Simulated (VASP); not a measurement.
Input:

```
CELL_PARAMETERS angstrom
      0.00000     2.86870     2.86870
      2.86870     0.00000     2.86870
      2.86870     2.86870     0.00000
ATOMIC_POSITIONS crystal
  Ge 0.00000 0.00000 0.00000
  Ge 0.25000 0.25000 0.25000
```

The numbers are results of revPBE GGA, VASP's PBE PAW potentials (set 64) (plane waves; VASP), not measurements. Numerical set-up: 520 eV cut-off, 11×11×11 Γ-centred mesh, first-order Methfessel-Paxton smearing of 0.10 eV, potentials Ge_d.

Give the stress tensor in GPa (positive for a compressed cell).

```
1.89  0.00  0.00
0.00  1.89  0.00
0.00  0.00  1.89
```
The pressure is its mean diagonal, 1.89 GPa.

The compound is Ge in the diamond structure. This cell is one point of a volume scan, at 0.97 of the reference volume.
